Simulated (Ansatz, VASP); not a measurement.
**Al in two plane-wave programs**

Wanted: the spread between two codes on one cell, functional and k mesh. The cell is taken from a series of runs on this material, whose earlier steps may have relaxed, scaled, displaced or heated it; both programs get it as it stands.

Calculated with Ansatz 0.2.0; plane waves, with VASP 6.6.1 beside it; zone-centre phonons at PBEsol.

## Step 1: The starting structure

The cell holds 3 atoms: 3 Al. Cell: a = 2.721 Å, b = 2.721 Å, c = 31.880 Å, α = 90.0°, β = 90.0°, γ = 90.0°. It derives from Al. Vacuum lies along c.

As a file:

```cif
data_structure
_symmetry_space_group_name_H-M 'P 1'
_symmetry_Int_Tables_number 1
_cell_length_a 2.7207
_cell_length_b 2.7207
_cell_length_c 31.8800
_cell_angle_alpha 90.000
_cell_angle_beta 90.000
_cell_angle_gamma 90.000
_cell_volume 235.98
loop_
_atom_site_label
_atom_site_type_symbol
_atom_site_fract_x
_atom_site_fract_y
_atom_site_fract_z
_atom_site_occupancy
Al1 Al 0.00000 0.00000 0.19924 1
Al2 Al 0.50000 0.50000 0.26725 1
Al3 Al 0.00000 0.00000 0.33526 1
```

## Step 2: VASP: zone-centre phonons, PBEsol

Second derivatives magnify differences that forces hide, and they need a tight electronic threshold.

Lines of VASP's logs that name or quote its potential files are left out, and so is its time.

File INCAR:

```
SYSTEM = Al
PREC = Accurate
ENCUT = 500
EDIFF = 1E-08
NELM = 120
ISMEAR = 1
SIGMA = 0.2
LREAL = .FALSE.
ALGO = Normal
GGA = PS
NBANDS = 10
LORBIT = 11
LWAVE = .FALSE.
LCHARG = .FALSE.
ISIF = 2
IBRION = 8
LASPH = .TRUE.
GGA_COMPAT = .FALSE.
NELMDL = -8
KPAR = 2
```

File POSCAR:

```
Al
1.0
    1.9238061815      1.9238061815      0.0000000000
   -1.9238061815      1.9238061815      0.0000000000
    0.0000000000      0.0000000000     31.8800272000
Al
3
Direct
    0.0000000000      0.0000000000      0.1992423379
    0.5000000000      0.5000000000      0.2672519678
    0.0000000000      0.0000000000      0.3352615976
```

File KPOINTS:

```
Automatic mesh
0
Gamma
16 16 1
0 0 0
```

Potentials, in the order of the species: Al (PBE family, release 64).

The run is started by

```
> mpirun -np 2 vasp_std
```

Numbers of over 12 decimals in the logs are rounded to 6 here.

Log:

```text
[banner, memory and clock lines left out]
running    2 mpi-ranks, on    1 nodes
 distrk:  each k-point on    1 cores,    2 groups
 distr:  one band on    1 cores,    1 groups

 POSCAR found type information on POSCAR Al
 POSCAR found :  1 types and       3 ions
|                                                                             |
|               ----> ADVICE to this user running VASP <----                  |
|                                                                             |
|     You enforced a specific xc type in the INCAR file but a different       |
|     [... a line on the potential file left out ...]
|     I HOPE YOU KNOW WHAT YOU ARE DOING!                                     |
|                                                                             |

 LDA part: xc-table for (Slater+PW92), standard interpolation
 POSCAR, INCAR and KPOINTS ok, starting setup
 FFT: planning ... GRIDC
 FFT: planning ... GRID_SOFT
 FFT: planning ... GRID
 WAVECAR not read
 entering main loop
       N       E                     dE             d eps       ncg     rms          rms(c)
DAV:   1     0.296548185105E+02    0.29655E+02   -0.26922E+03   900   0.540E+02
DAV:   2    -0.108980304700E+02   -0.40553E+02   -0.36406E+02  1458   0.892E+01
DAV:   3    -0.117398225199E+02   -0.84179E+00   -0.82818E+00  1176   0.158E+01
DAV:   4    -0.117633108742E+02   -0.23488E-01   -0.23471E-01  1356   0.329E+00
DAV:   5    -0.117642822610E+02   -0.97139E-03   -0.97136E-03  1326   0.572E-01
DAV:   6    -0.117643451692E+02   -0.62908E-04   -0.62907E-04  1422   0.127E-01
DAV:   7    -0.117643487193E+02   -0.35502E-05   -0.35500E-05  1426   0.245E-02
DAV:   8    -0.117643490330E+02   -0.31361E-06   -0.31364E-06  1468   0.552E-03    0.264E+00
DAV:   9    -0.113189567303E+02    0.44539E+00   -0.15631E+00   962   0.425E+00    0.143E+00
DAV:  10    -0.112575060882E+02    0.61451E-01   -0.11252E-01  1070   0.150E+00    0.589E-01
DAV:  11    -0.112393652338E+02    0.18141E-01   -0.25202E-02  1184   0.684E-01    0.208E-01
DAV:  12    -0.112370454695E+02    0.23198E-02   -0.34391E-03  1116   0.295E-01    0.966E-02
DAV:  13    -0.112369782263E+02    0.67243E-04   -0.12564E-03  1046   0.157E-01    0.360E-02
DAV:  14    -0.112372636724E+02   -0.28545E-03   -0.61022E-04  1068   0.898E-02    0.288E-02
[...]
DAV:  21    -0.112392048397E+02   -0.91775E-05   -0.44559E-07  1042   0.190E-03    0.233E-04
DAV:  22    -0.112392102639E+02   -0.54242E-05   -0.18068E-07   940   0.103E-03    0.481E-04
DAV:  23    -0.112392127591E+02   -0.24952E-05   -0.50290E-08  1026   0.696E-04    0.174E-04
DAV:  24    -0.112392131297E+02   -0.37055E-06   -0.21165E-09   840   0.197E-04    0.138E-04
DAV:  25    -0.112392133498E+02   -0.22011E-06   -0.17614E-09   768   0.127E-04    0.318E-05
DAV:  26    -0.112392133718E+02   -0.21992E-07   -0.59021E-11   888   0.408E-05    0.119E-05
DAV:  27    -0.112392133846E+02   -0.12768E-07   -0.57709E-11   754   0.284E-05    0.373E-06
DAV:  28    -0.112392133852E+02   -0.67325E-09    0.12770E-11   724   0.117E-05
   1 F= -.11239213E+02 E0= -.11238866E+02  d E =-.104361E-02
 Linear response reoptimize wavefunctions to high precision
DAV:   1    -0.112392133857E+02   -0.46515E-09    0.14567E-11   784   0.844E-06
DAV:   2    -0.112392133857E+02    0.36380E-11    0.18570E-11   780   0.417E-06
 Linear response DOF=           4
 Linear response progress:
  Degree of freedom:   1/  4
       N       E                     dE             d eps       ncg     rms          rms(c)
RMM:   1    -0.363632124525E-02   -0.36363E-02   -0.30011E-03  2779   0.310E-01
RMM:   2    -0.352453800561E-02    0.11178E-03   -0.13046E-04  2299   0.802E-02    0.362E-02
RMM:   3    -0.349193389830E-02    0.32604E-04   -0.11093E-05  2355   0.230E-02    0.220E-02
RMM:   4    -0.349091252640E-02    0.10214E-05   -0.68137E-06  2412   0.156E-02    0.154E-03
RMM:   5    -0.349294533411E-02   -0.20328E-05   -0.32559E-07  2589   0.392E-03    0.841E-04
RMM:   6    -0.349370003569E-02   -0.75470E-06   -0.25685E-08  2556   0.102E-03    0.264E-04
RMM:   7    -0.349378437430E-02   -0.84339E-07   -0.49346E-09  2758   0.342E-04    0.168E-04
RMM:   8    -0.349379901849E-02   -0.14644E-07   -0.34991E-10  2637   0.128E-04    0.738E-05
RMM:   9    -0.349376847225E-02    0.30546E-07   -0.37750E-10  2669   0.666E-05    0.120E-05
RMM:  10    -0.349375631843E-02    0.12154E-07   -0.17939E-10  2783   0.258E-05    0.738E-06
RMM:  11    -0.349374558293E-02    0.10735E-07   -0.17227E-10  2599   0.168E-05    0.502E-07
RMM:  12    -0.349374443578E-02    0.11471E-08   -0.71484E-10  2513   0.109E-05    0.289E-07
 first order change of Fermi-energy   0.19370E-03
 force on displaced ion       1 direction 1 :  -0.604   0.000   0.001
 Linear response progress:
  Degree of freedom:   2/  4
       N       E                     dE             d eps       ncg     rms          rms(c)
RMM:   1    -0.199625763064E-01   -0.19963E-01    0.29109E-02  2111   0.679E-01
RMM:   2    -0.191185798178E-01    0.84400E-03   -0.86887E-04  1446   0.191E-01    0.457E-02
RMM:   3    -0.191616397251E-01   -0.43060E-04   -0.30238E-04  1582   0.774E-02    0.190E-02
RMM:   4    -0.191677672961E-01   -0.61276E-05   -0.29309E-05  1634   0.266E-02    0.113E-02
RMM:   5    -0.191720368684E-01   -0.42696E-05   -0.41835E-06  1637   0.102E-02    0.736E-03
RMM:   6    -0.191725994357E-01   -0.56257E-06   -0.11253E-06  1628   0.504E-03    0.272E-03
RMM:   7    -0.191700835410E-01    0.25159E-05   -0.27848E-07  1602   0.252E-03    0.683E-04
RMM:   8    -0.191703898980E-01   -0.30636E-06   -0.34284E-08  1680   0.879E-04    0.423E-04
RMM:   9    -0.191728935211E-01   -0.25036E-05   -0.49753E-08  1676   0.705E-04    0.206E-04
RMM:  10    -0.191733296479E-01   -0.43613E-06   -0.48818E-09  1730   0.215E-04    0.141E-04
RMM:  11    -0.191751426642E-01   -0.18130E-05   -0.95892E-08  1656   0.673E-04    0.751E-05
RMM:  12    -0.191753232053E-01   -0.18054E-06   -0.14042E-08  1750   0.257E-04    0.406E-05
RMM:  13    -0.191754045926E-01   -0.81387E-07   -0.96428E-09  1686   0.197E-04    0.291E-05
RMM:  14    -0.191754254503E-01   -0.20858E-07   -0.35472E-09  1732   0.119E-04    0.135E-05
RMM:  15    -0.191754532992E-01   -0.27849E-07   -0.74912E-10  1733   0.740E-05    0.729E-06
RMM:  16    -0.191754364129E-01    0.16886E-07   -0.33271E-10  1716   0.489E-05    0.440E-06
RMM:  17    -0.191754366786E-01   -0.26563E-09   -0.11815E-09  1737   0.263E-05    0.198E-06
 first order change of Fermi-energy  -0.45024E+00
 force on displaced ion       1 direction 3 :   0.000   0.000  -2.538
 Linear response progress:
  Degree of freedom:   3/  4
       N       E                     dE             d eps       ncg     rms          rms(c)
RMM:   1    -0.398655777516E-02   -0.39866E-02   -0.30136E-03  2795   0.323E-01
RMM:   2    -0.380622665666E-02    0.18033E-03   -0.80420E-05  2321   0.586E-02    0.331E-02
RMM:   3    -0.381168705049E-02   -0.54604E-05   -0.67744E-06  2329   0.162E-02    0.205E-02
RMM:   4    -0.385314741289E-02   -0.41460E-04   -0.38994E-06  2403   0.127E-02    0.128E-03
RMM:   5    -0.385370686787E-02   -0.55945E-06   -0.17486E-07  2549   0.280E-03    0.618E-04
RMM:   6    -0.385286765884E-02    0.83921E-06   -0.20669E-08  2502   0.843E-04    0.173E-04
RMM:   7    -0.385271586043E-02    0.15180E-06   -0.24046E-09  2605   0.290E-04    0.872E-05
RMM:   8    -0.385287591143E-02   -0.16005E-06   -0.77930E-10  2523   0.105E-04    0.236E-05
RMM:   9    -0.385287411693E-02    0.17945E-08   -0.53861E-10  2662   0.361E-05    0.878E-06
 first order change of Fermi-energy  -0.12681E-03
 force on displaced ion       2 direction 1 :  -1.572   0.000   0.000
 Linear response progress:
  Degree of freedom:   4/  4
       N       E                     dE             d eps       ncg     rms          rms(c)
RMM:   1    -0.201780366484E-01   -0.20178E-01    0.12536E-01  1759   0.836E-01
RMM:   2    -0.199052283990E-01    0.27281E-03   -0.11588E-03  1434   0.208E-01    0.520E-02
RMM:   3    -0.198957503532E-01    0.94780E-05   -0.48415E-04  1650   0.917E-02    0.352E-02
RMM:   4    -0.197486692304E-01    0.14708E-03   -0.35854E-05  1646   0.282E-02    0.180E-02
RMM:   5    -0.197665884191E-01   -0.17919E-04   -0.24210E-05  1526   0.184E-02    0.701E-03
RMM:   6    -0.197666195446E-01   -0.31126E-07   -0.10339E-06  1567   0.635E-03    0.127E-03
RMM:   7    -0.197663689307E-01    0.25061E-06   -0.82092E-08  1654   0.172E-03    0.578E-04
RMM:   8    -0.197662314954E-01    0.13744E-06   -0.19328E-08  1615   0.553E-04    0.186E-04
RMM:   9    -0.197663540272E-01   -0.12253E-06   -0.13150E-08  1698   0.338E-04    0.930E-05
RMM:  10    -0.197664255274E-01   -0.71500E-07   -0.16274E-08  1682   0.284E-04    0.539E-05
RMM:  11    -0.197664387961E-01   -0.13269E-07   -0.25356E-08  1658   0.301E-04    0.309E-05
RMM:  12    -0.197663856762E-01    0.53120E-07   -0.24225E-09  1750   0.105E-04    0.109E-05
RMM:  13    -0.197664013302E-01   -0.15654E-07   -0.50398E-10  1744   0.382E-05    0.862E-06
RMM:  14    -0.197664026387E-01   -0.13085E-08   -0.61233E-09  1651   0.331E-05    0.290E-06
 first order change of Fermi-energy  -0.20465E-05
 force on displaced ion       2 direction 3 :  -0.000  -0.000  -5.050
 Linear response finished
```

Parts of OUTCAR (step 2):

```text
ion  position               nearest neighbor table
   1  0.000  0.000  0.199-   2 2.90   2 2.90   2 2.90   2 2.90
   2  0.500  0.500  0.267-   3 2.90   3 2.90   3 2.90   3 2.90   1 2.90   1 2.90   1 2.90   1 2.90

  LATTYP: Found a simple tetragonal cell.
 ALAT       =     2.7206727933
 C/A-ratio  =    11.7176998568

 Subroutine GETGRP returns: Found 16 space group operations
 (whereof  8 operations were pure point group operations)

The static configuration has the point symmetry C_4v.
 The point group associated with its full space group is D_4h.

 Found     45 irreducible k-points:

   k-points           NKPTS =     45   k-points in BZ     NKDIM =     45   number of bands    NBANDS=     10

   dimension x,y,z NGX =    20 NGY =   20 NGZ =  240
   dimension x,y,z NGXF=    40 NGYF=   40 NGZF=  480

   ENCUT  =  500.0 eV  36.75 Ry    6.06 a.u.   4.96  4.96 58.12*2*pi/ulx,y,z

   NELECT =       9.0000    total number of electrons

 k-points in reciprocal lattice and weights: Automatic mesh
   0.00000000  0.00000000  0.00000000       0.004
   0.06250000  0.00000000  0.00000000       0.016
   0.12500000  0.00000000  0.00000000       0.016
   0.18750000  0.00000000  0.00000000       0.016
   0.25000000  0.00000000  0.00000000       0.016
   0.31250000  0.00000000  0.00000000       0.016
   0.37500000  0.00000000  0.00000000       0.016
   0.43750000  0.00000000  0.00000000       0.016
   0.50000000  0.00000000  0.00000000       0.008
[...]
0.50000000  0.43750000  0.00000000       0.016
   0.50000000  0.50000000  0.00000000       0.004

 average (electrostatic) potential at core
       1 -81.8706       2 -81.9350       3 -81.8706

  Total        0.0307086      0.0307086      0.0132530      0.0000000      0.0000000      0.0000000
  in kB        0.2084971      0.2084971      0.0899816      0.0000000      0.0000000      0.0000000
  external PRESSURE =       0.1689919 kB  Pullay stress =       0.0000000 kB

  energy-cutoff  :      500.00
  volume of cell :      235.98
      direct lattice vectors                 reciprocal lattice vectors
     1.923806182  1.923806182  0.000000000     0.259901442  0.259901442  0.000000000
    -1.923806182  1.923806182  0.000000000    -0.259901442  0.259901442  0.000000000
     0.000000000  0.000000000 31.880027200     0.000000000  0.000000000  0.031367602

 POSITION                                       TOTAL-FORCE (eV/Angst)
 -----------------------------------------------------------------------------------
      0.00000      0.00000      6.35185        -0.000000     -0.000000     -0.003536
      0.00000      1.92381      8.52000         0.000000     -0.000000      0.000000
      0.00000      0.00000     10.68815         0.000000      0.000000      0.003536
 -----------------------------------------------------------------------------------
    total drift:                                0.000000     -0.000000     -0.000001

 Eigenvectors and eigenvalues of the dynamical matrix
 ----------------------------------------------------

   1 f  =    8.283123 THz    52.044398 2PiTHz  276.295251 cm-1    34.256230 meV
             X         Y         Z           dx          dy          dz
      0.000000  0.000000  6.351851    -0.000000   -0.000000   -0.408253
      0.000000  1.923806  8.520000     0.000000    0.000000    0.816492
      0.000000  0.000000 10.688149    -0.000000   -0.000000   -0.408253

   2 f  =    4.808016 THz    30.209654 2PiTHz  160.378143 cm-1    19.884347 meV
             X         Y         Z           dx          dy          dz
      0.000000  0.000000  6.351851    -0.000000   -0.000000   -0.707107
      0.000000  1.923806  8.520000     0.000000    0.000000   -0.000000
      0.000000  0.000000 10.688149    -0.000000   -0.000000    0.707107

   3 f  =    4.621924 THz    29.040403 2PiTHz  154.170779 cm-1    19.114732 meV
             X         Y         Z           dx          dy          dz
      0.000000  0.000000  6.351851    -0.408063   -0.011776   -0.000000
      0.000000  1.923806  8.520000     0.816172    0.023553   -0.000000
      0.000000  0.000000 10.688149    -0.408063   -0.011776   -0.000000

   4 f  =    4.621924 THz    29.040403 2PiTHz  154.170779 cm-1    19.114732 meV
             X         Y         Z           dx          dy          dz
      0.000000  0.000000  6.351851    -0.011776    0.408063   -0.000000
      0.000000  1.923806  8.520000     0.023553   -0.816172   -0.000000
      0.000000  0.000000 10.688149    -0.011776    0.408063   -0.000000

   5 f  =    1.952919 THz    12.270549 2PiTHz   65.142350 cm-1     8.076618 meV
             X         Y         Z           dx          dy          dz
      0.000000  0.000000  6.351851     0.706989    0.012909   -0.000000
      0.000000  1.923806  8.520000     0.000000    0.000000   -0.000000
      0.000000  0.000000 10.688149    -0.706989   -0.012909   -0.000000

   6 f  =    1.952919 THz    12.270549 2PiTHz   65.142350 cm-1     8.076618 meV
             X         Y         Z           dx          dy          dz
      0.000000  0.000000  6.351851     0.012909   -0.706989   -0.000000
      0.000000  1.923806  8.520000    -0.000000   -0.000000   -0.000000
      0.000000  0.000000 10.688149    -0.012909    0.706989   -0.000000

   7 f/i=    0.000068 THz     0.000429 2PiTHz    0.002277 cm-1     0.000282 meV
             X         Y         Z           dx          dy          dz
      0.000000  0.000000  6.351851    -0.000000    0.000000   -0.577347
      0.000000  1.923806  8.520000    -0.000000    0.000000   -0.577357
      0.000000  0.000000 10.688149    -0.000000    0.000000   -0.577347

   8 f/i=    0.000123 THz     0.000776 2PiTHz    0.004118 cm-1     0.000511 meV
             X         Y         Z           dx          dy          dz
      0.000000  0.000000  6.351851    -0.572970    0.071076    0.000000
      0.000000  1.923806  8.520000    -0.572937    0.071072    0.000000
      0.000000  0.000000 10.688149    -0.572970    0.071076    0.000000

   9 f/i=    0.000123 THz     0.000776 2PiTHz    0.004118 cm-1     0.000511 meV
             X         Y         Z           dx          dy          dz
      0.000000  0.000000  6.351851     0.071076    0.572970    0.000000
      0.000000  1.923806  8.520000     0.071072    0.572937    0.000000
      0.000000  0.000000 10.688149     0.071076    0.572970    0.000000

 ELASTIC MODULI CONTR FROM IONIC RELAXATION (kBar)
 Direction    XX          YY          ZZ          XY          YZ          ZX
 --------------------------------------------------------------------------------
 XX         -22.8378    -22.8378    -60.9607      0.0000     -0.0000      0.0000
 YY         -22.8378    -22.8378    -60.9607      0.0000     -0.0000      0.0000
 ZZ         -60.9607    -60.9607   -162.7218      0.0000     -0.0000      0.0000
 XY           0.0000      0.0000      0.0000      0.0000      0.0000      0.0000
 YZ          -0.0000     -0.0000     -0.0000      0.0000     -8.7349      0.0000
 ZX           0.0000      0.0000      0.0000      0.0000      0.0000    -25.9168
 --------------------------------------------------------------------------------
```

[end of part 1 of 2]

[Lines on the potential files, build, host, timing and source positions are cut from VASP's logs without a mark.]

[Logs are printed without paths, hosts, clocks, repeated set-up lines and the standing remarks that a program may print on its own settings, such as how far it seeks lower states.]

[Hosts, paths, dates, database ids (printed as entryN), source tags and the programs' standing remarks are cut or masked in the printed files.]
